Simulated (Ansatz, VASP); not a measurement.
# RbH68O34F in two plane-wave programs

Wanted: the spread between two codes on one cell, functional and k mesh. The cell is taken from a series of runs on this material, whose earlier steps may have relaxed, scaled, displaced or heated it; both programs get it as it stands.

Method: plane waves, with VASP 6.6.1 beside it; LDA, in Ansatz 0.2.0.

### Step 1. The starting structure

The cell holds 208 atoms: 68 O, 136 H, 2 Rb and 2 F. Cell: a = 12.779 Å, b = 12.779 Å, c = 12.779 Å, α = 90.0°, β = 90.0°, γ = 90.0°.

### Step 2. Ansatz: single point, LDA

Ansatz runs on its default PAW (the set named soft_2) files.

A single point takes one fixed geometry, so differences don't come from the geometry; what else differs is listed under the comparison.

input.yaml reads:

```yaml
crystal:
  lattice:
    - [12.77907, 0.0, 0.0]
    - [0.0, 12.77907, 0.0]
    - [0.0, 0.0, 12.77907]
  atoms:
    - { symbol: O, position: [0.50229, 0.00077, 0.67717] }
    - { symbol: H, position: [0.44821, 0.03622, 0.63158] }
    - { symbol: H, position: [0.51211, 0.04168, 0.74357] }
    - { symbol: O, position: [0.2588, 0.48539, 0.97982] }
    - { symbol: H, position: [0.32699, 0.49567, 0.0187] }
    - { symbol: H, position: [0.27254, 0.44464, 0.91337] }
    - { symbol: O, position: [0.7676, 0.07864, 0.87396] }
    - { symbol: H, position: [0.77588, 0.12158, 0.80746] }
    - { symbol: H, position: [0.79708, 0.11808, 0.93394] }
    - { symbol: O, position: [0.38894, 0.66627, 0.64738] }
    - { symbol: H, position: [0.44383, 0.62253, 0.61056] }
    - { symbol: H, position: [0.3496, 0.71122, 0.59533] }
    - { symbol: O, position: [0.88131, 0.9127, 0.27995] }
    - { symbol: H, position: [0.91523, 0.96023, 0.33272] }
    - { symbol: H, position: [0.885, 0.95119, 0.20929] }
    - { symbol: O, position: [0.0963, 0.05041, 0.06844] }
    - { symbol: H, position: [0.10094, 0.12682, 0.0849] }
    - { symbol: H, position: [0.01988, 0.02797, 0.07357] }
    - { symbol: O, position: [0.2739, 0.09267, 0.34409] }
    - { symbol: H, position: [0.20419, 0.12808, 0.34896] }
    - { symbol: H, position: [0.30073, 0.08243, 0.41683] }
    - { symbol: O, position: [0.20609, 0.09582, 0.72047] }
    - { symbol: H, position: [0.22328, 0.07129, 0.79406] }
    - { symbol: H, position: [0.17012, 0.03314, 0.69047] }
    - { symbol: O, position: [0.68883, 0.64659, 0.67991] }
    - { symbol: H, position: [0.71532, 0.69638, 0.62526] }
    - { symbol: H, position: [0.6331, 0.6026, 0.64523] }
    - { symbol: O, position: [0.637, 0.51176, 0.39354] }
    - { symbol: H, position: [0.70887, 0.48768, 0.37253] }
    - { symbol: H, position: [0.62451, 0.57694, 0.34858] }
[... 172 atom lines left out ...]
    - { symbol: H, position: [0.7719, 0.86562, 0.32577] }
    - { symbol: H, position: [0.66983, 0.78363, 0.32962] }
    - { symbol: Rb, position: [0.62104, 0.83322, 0.77891] }
    - { symbol: Rb, position: [0.1156, 0.6545, 0.90847] }
    - { symbol: F, position: [0.07636, 0.8594, 0.47356] }
    - { symbol: F, position: [0.09036, 0.18253, 0.32777] }
kpoints:
  mp_grid: { grid: [1, 1, 1] }
hamiltonian:
  xc: lda
scf:
  occupations: { method: fixed }
output:
  forces: true
  stress: true
  populations: intrinsic
  dos:
    method: { smearing: { sigma: 0.15 } }
    de: 0.1
    projected: { site_lists: { F: [F], H: [H], O: [O], Rb: [Rb] } }
  eigenvalues: true
  write_density: true
  write_potential: true
  volumetric_format: npy
```

Run with:

```sh
$ ansatz run input.yaml --threads 4 --pin off --max-ram 8192MiB --backend cpu --events-out ev --progress --plain --runs-dir out
```

Numbers of over 12 decimals in the logs are rounded to 6 here.

The log of the run:

```text
Engine: ansatz 0.2.0, aarch64-unknown-linux-gnu
Pseudopotentials: kind: paw
Pseudopotential: O, paw, valence charge 6, recommended cutoff 420 eV (normal), O.paw.azcp
Pseudopotential: H, paw, valence charge 1, recommended cutoff 420 eV (normal), H.paw.azcp
Pseudopotential: Rb, paw, valence charge 9, recommended cutoff 420 eV (normal), Rb.paw.azcp
Pseudopotential: F, paw, valence charge 7, recommended cutoff 420 eV (normal), F.paw.azcp
Functional definition: SPW92
  exchange = slater_x
  correlation = pw_c
Crystal: 208 atoms, lattice volume = 2086.881 Å³
Basis set: ecut = 420 eV, 40747 PW (Γ)
Bands: 496, of which v1, the nominal top of the filled ones, is band 288 counted from 1 (287 counted from 0)
Symmetry: 1 space group operations
Space group: P1 (ITA 1), of the structure as read, at distance tolerance 1.3e-4 Å
k-points: 1
Non-local potential: O, projectors of the file, l = 0: 2, l = 1: 2, l = 2: 1
Non-local potential: H, projectors of the file, l = 0: 2, l = 1: 1
Non-local potential: Rb, projectors of the file, l = 0: 3, l = 1: 2, l = 2: 2
Non-local potential: F, projectors of the file, l = 0: 2, l = 1: 2, l = 2: 1
PAW form: soft (Blöchl's): semilocal exchange-correlation on the pseudo side does not see the compensation charge
PAW frozen core: O, regenerated for the run's functional, and the local potential with it (the file was generated under x = pbe(κ = 0.804, μ = 0.219515), c = pbe(β = 0.066725))
PAW frozen core: Rb, regenerated for the run's functional, and the local potential with it (the file was generated under x = pbe(κ = 0.804, μ = 0.219515), c = pbe(β = 0.066725))
PAW frozen core: F, regenerated for the run's functional, and the local potential with it (the file was generated under x = pbe(κ = 0.804, μ = 0.219515), c = pbe(β = 0.066725))
PAW one-centre angular grid: O, 110 points (default); XC on 64 Gauss nodes
PAW one-centre angular grid: H, 110 points (default); XC on 64 Gauss nodes
PAW one-centre angular grid: Rb, 110 points (default); XC on 64 Gauss nodes
PAW one-centre angular grid: F, 110 points (default); XC on 64 Gauss nodes
Initial density: superposition of atomic densities (neutral atoms: chi_scale 0, normalization atom), corrected by the library's trained network
Initial wavefunctions: pseudopotential atomic-orbital guess
Functional: x = slater, c = lda
SCF iter   1: F=—  HF=-47858.368668 eV  |F-HF|=—  |Δ(HF+E_count)|=         —  Δρ=7.65e-3  dr2=8.46e-1  ethr=1.77e-3  ⟨swp⟩=4.0  Hψ=1777  notcnv=0  defer=202
preconditioner: auto → Resta (q_TF=auto, 2.201 Å⁻¹)  ε∞=2.2  [insulator: Δε(μ)=4.874 eV  Ē_g=17.900 eV  n_scr=388 (ndim 8)  ℏωp=19.5 eV  f_vac=0.325  ε∞_Penn≈2.2]
SCF iter   2: F=—  HF=-47858.141164 eV  |F-HF|=—  |Δ(HF+E_count)|=   2.28e-1  Δρ=3.75e-3  dr2=1.54e-1  ethr=1.47e-4  ⟨swp⟩=2.0  Hψ=859  notcnv=0  defer=206
SCF iter   3: F=—  HF=-47858.097561 eV  |F-HF|=—  |Δ(HF+E_count)|=   4.36e-2  Δρ=1.52e-3  dr2=4.06e-2  ethr=2.67e-5  ⟨swp⟩=2.0  Hψ=583  notcnv=0  defer=206
SCF iter   4: F=—  HF=-47858.087176 eV  |F-HF|=—  |Δ(HF+E_count)|=   1.04e-2  Δρ=3.60e-4  dr2=2.20e-3  ethr=7.05e-6  ⟨swp⟩=3.0  Hψ=588  notcnv=0  defer=206
SCF iter   5: F=—  HF=-47858.087140 eV  |F-HF|=—  |Δ(HF+E_count)|=   3.57e-5  Δρ=1.60e-4  dr2=4.78e-4  ethr=3.82e-7  ⟨swp⟩=3.0  Hψ=557  notcnv=0  defer=206
SCF iter   6: F=—  HF=-47858.087361 eV  |F-HF|=—  |Δ(HF+E_count)|=   2.21e-4  Δρ=5.95e-5  dr2=6.95e-5  ethr=8.30e-8  ⟨swp⟩=2.0  Hψ=581  notcnv=0  defer=201
SCF iter   7: F=—  HF=-47858.087783 eV  |F-HF|=—  |Δ(HF+E_count)|=   4.22e-4  Δρ=1.92e-5  dr2=7.47e-6  ethr=1.21e-8  ⟨swp⟩=2.0  Hψ=781  notcnv=0  defer=201
SCF iter   8: F=—  HF=-47858.087786 eV  |F-HF|=—  |Δ(HF+E_count)|=   3.63e-6  Δρ=5.09e-6  dr2=5.57e-7  ethr=1.30e-9  ⟨swp⟩=2.0  Hψ=580  notcnv=0  defer=201
SCF iter   9: F=—  HF=-47858.087787 eV  |F-HF|=—  |Δ(HF+E_count)|=   1.04e-6  Δρ=3.74e-6  dr2=2.22e-7  ethr=1.74e-11  ⟨swp⟩=23.0  Hψ=5405  notcnv=0
SCF iter  10: F=-47858.087787 eV  HF=-47858.087787 eV  |F-HF|=2.78e-8  |Δ(HF+E_count)|=   1.95e-8  Δρ=6.57e-7  dr2=1.19e-8  ethr=1.74e-11  ⟨swp⟩=10.0  Hψ=2786  notcnv=0
SCF 1 converged in 10 iterations: F = -47858.087787 eV  dr2 = 1.19e-8
  greatest PAW one-centre occupation: 0.973 electrons in one spin orbital (limit 2), on the Rb atom at site 204 (counted from 0), in its partial waves of l = 0
SCF converged after 10 iterations
Free energy (F): -47858.087787 eV
Harris-Foulkes:  -47858.087787 eV  (|F-HF|=2.78e-8)
Internal energy: -47858.087787 eV  (E = F + TS)
E sigma→0 (E₀):  -47858.087787 eV
Fermi energy:    -2.568051 eV
--- Per-component energies (eV) ---
  E_band       = -5560.149343
  E_kinetic    = 14472.660945
  E_local      = -49144.252582  (includes V_loc(G=0)·N_el)
  E_nonlocal   = 4137.475047
  E_hartree    = 18055.924909
  E_xc         = -6468.394003
  E_vxc        = -8283.557601  (∫ρ·V_xc dr)
  E_paw        = -15541.424858  (= ΣΔE_a)
[...]
--- intrinsic populations: 208 sites ---
  site symbol       q [e]
     0      O      6.7746
     1      H      0.6213
     2      H      0.6351
     3      O      6.7934
     4      H      0.6341
     5      H      0.6297
     6      O      6.7452
     7      H      0.6323
     8      H      0.6099
     9      O      6.7356
    10      H      0.6258
    11      H      0.6244
    12      O      6.7418
    13      H      0.6300
    14      H      0.6356
    15      O      6.7321
    16      H      0.6201
    17      H      0.6220
    18      O      6.7331
    19      H      0.6262
    20      H      0.6055
    21      O      6.7589
    22      H      0.6273
    23      H      0.6257
[...]
200      H      0.6310
   201      O      6.7328
   202      H      0.6349
   203      H      0.6305
   204     Rb      8.1290
   205     Rb      8.1530
   206      F      7.5591
   207      F      7.5669
  spilling = -0.000000 (of n_electrons = 576.000000)
```

### Step 3. VASP: single point, LDA

The same cell, functional (in two slightly different forms) and mesh now go to VASP, with its own data sets.

Lines of VASP's logs that name or quote its potential files are left out, and so is its time.

INCAR reads:

```
SYSTEM = RbH68O34F
PREC = Accurate
ENCUT = 600
EDIFF = 1E-06
NELM = 120
ISMEAR = 0
SIGMA = 0.01
LREAL = Auto
ALGO = Normal
GGA = PW92
NBANDS = 433
LORBIT = 11
LWAVE = .FALSE.
LCHARG = .FALSE.
ISIF = 2
LASPH = .TRUE.
GGA_COMPAT = .FALSE.
EFERMI = MIDGAP
```

POSCAR reads:

```
RbH68O34F
1.0
   12.7790700000      0.0000000000      0.0000000000
    0.0000000000     12.7790700000      0.0000000000
    0.0000000000      0.0000000000     12.7790700000
O H Rb F
68 136 2 2
Direct
    0.5022900000      0.0007700000      0.6771700000
    0.2588000000      0.4853900000      0.9798200000
    0.7676000000      0.0786400000      0.8739600000
    0.3889400000      0.6662700000      0.6473800000
    0.8813100000      0.9127000000      0.2799500000
    0.0963000000      0.0504100000      0.0684400000
    0.2739000000      0.0926700000      0.3440900000
    0.2060900000      0.0958200000      0.7204700000
    0.6888300000      0.6465900000      0.6799100000
    0.6370000000      0.5117600000      0.3935400000
    0.9969400000      0.7904500000      0.7433500000
    0.6156100000      0.6810600000      0.2792400000
    0.4460800000      0.3733900000      0.6594700000
    0.8245000000      0.4538400000      0.3053100000
    0.3473700000      0.1854400000      0.1597000000
    0.8956300000      0.9948100000      0.0962600000
    0.5469700000      0.5942100000      0.9453000000
    0.7600100000      0.8018900000      0.5563600000
    0.1485900000      0.5018900000      0.3261600000
    0.5393200000      0.5412100000      0.5826300000
    0.7385800000      0.6734800000      0.1189600000
    0.9883300000      0.4404000000      0.8005900000
    0.1902500000      0.3313600000      0.4245800000
    0.4253800000      0.6882000000      0.2038200000
    0.1227900000      0.4646700000      0.1223600000
    0.9572300000      0.4928000000      0.9980900000
    0.7812100000      0.8525000000      0.0139600000
    0.8134700000      0.1812900000      0.0681700000
    0.1229000000      0.2878600000      0.7377600000
    0.2793700000      0.8079800000      0.9259000000
[... 172 atom lines left out ...]
    0.7719000000      0.8656200000      0.3257700000
    0.6698300000      0.7836300000      0.3296200000
    0.6210400000      0.8332200000      0.7789100000
    0.1156000000      0.6545000000      0.9084700000
    0.0763600000      0.8594000000      0.4735600000
    0.0903600000      0.1825300000      0.3277700000
```

KPOINTS reads:

```
Automatic mesh
0
Gamma
1 1 1
0 0 0
```

PAW data sets: O, H, Rb_sv and F (LDA family, release 64).

Run with:

```sh
$ export OMP_NUM_THREADS=3
$ mpirun -np 1 vasp_gam
```

The log of the run:

```text
[banner, memory and clock lines left out]
running    1 mpi-ranks, on    1 nodes
[...]
Offloading initialized ...    1 GPUs detected
[...]
|                                                                             |
|               ----> ADVICE to this user running VASP <----                  |
|                                                                             |
|     You enforced a specific xc type in the INCAR file but a different       |
|     [... a line on the potential file left out ...]
|     I HOPE YOU KNOW WHAT YOU ARE DOING!                                     |
|                                                                             |

 LDA part: xc-table for (Slater(with rela. corr.)+PW92), standard interpolation
 POSCAR, INCAR and KPOINTS ok, starting setup
[...]
entering main loop
       N       E                     dE             d eps       ncg     rms          rms(c)
DAV:   1     0.504351596764E+04    0.50435E+04   -0.33948E+05   890   0.140E+03
DAV:   2    -0.635520984729E+03   -0.56790E+04   -0.54061E+04  1075   0.327E+02
DAV:   3    -0.118466352169E+04   -0.54914E+03   -0.54536E+03  1100   0.105E+02
DAV:   4    -0.119564381290E+04   -0.10980E+02   -0.10954E+02  1068   0.155E+01
[...]
DAV:  18    -0.109465427166E+04    0.17588E-05   -0.29018E-05  1004   0.113E-02    0.162E-02
DAV:  19    -0.109465426964E+04    0.20220E-05   -0.11020E-05  1060   0.837E-03    0.825E-03
DAV:  20    -0.109465426943E+04    0.20841E-06   -0.68185E-06  1012   0.598E-03
   1 F= -.10946543E+04 E0= -.10946543E+04  d E =0.000000E+00
```

OUTCAR, selected parts (step 3):

```text
  FREE ENERGIE OF THE ION-ELECTRON SYSTEM (eV)
  ---------------------------------------------------
  free  energy   TOTEN  =     -1094.6542694299 eV

  energy  without entropy=    -1094.6542694299  energy(sigma->0) =    -1094.65426943
```

The run ends at a pressure of -1.48 GPa, with forces up to 0.16 eV/Å.

### Step 4. Differences

Known differences besides the potentials themselves: the two LDA forms differ slightly; fixed occupations in Ansatz, narrow Gaussian smearing in VASP; the cutoff is 420 eV in Ansatz and 600 eV in VASP (PREC = Accurate, projectors in real space); VASP's log shows a relativistic correction to its local exchange, Ansatz's none. Total energies have different zeros and are not compared.

Compared:

```csv
quantity,Ansatz,VASP,difference
pressure (GPa),-1.44,-1.48,+0.04
gap on the k mesh (eV),4.762,4.753,+0.010
```

Forces on 8 of the 208 atoms, those with the largest forces and the largest differences (eV/Å; atoms numbered as in POSCAR):

```csv
atom,"Ansatz x, y, z","VASP x, y, z"
H89,"0.004, 0.014, 0.010","-0.067, -0.083, -0.087"
H97,"-0.001, -0.001, 0.003","0.016, -0.072, 0.127"
H102,"0.001, 0.002, 0.000","0.127, 0.057, 0.072"
H139,"0.001, 0.001, -0.002","-0.018, 0.140, -0.053"
H149,"-0.006, 0.003, 0.002","0.143, -0.056, 0.033"
H170,"0.004, -0.011, -0.001","0.124, -0.079, 0.009"
H174,"0.000, 0.002, 0.002","0.089, 0.081, 0.092"
H194,"-0.003, -0.002, 0.001","-0.103, 0.097, 0.040"
```

The forces differ by 69 meV/Å r.m.s., where the r.m.s. force is 0.004 eV/Å in Ansatz and 0.069 eV/Å in VASP: the atoms lie near their places of rest in Ansatz, so a percentage would say little (all taken over all components). A gap on the mesh is an upper bound, since the band edges may lie between its points.

### Step 5. What came out

* r.m.s. force difference (single point, LDA): 69 meV/Å

In words: The r.m.s. force difference is 69 meV/Å (single point, LDA), beyond the 12 meV/Å picked in this series as the mark of a large difference. What causes the difference of the single point, LDA pair stays open here. Such differences can come from data sets, numerical settings and the points named under the comparisons, not from the functional's error against experiment.

[Lines on the potential files, build, host, timing and source positions are cut from VASP's logs without a mark.]

[Logs are printed without paths, hosts, clocks, repeated set-up lines and the standing remarks that a program may print on its own settings, such as how far it seeks lower states.]

[Hosts, paths, dates, database ids (printed as entryN), source tags and the programs' standing remarks are cut or masked in the printed files.]
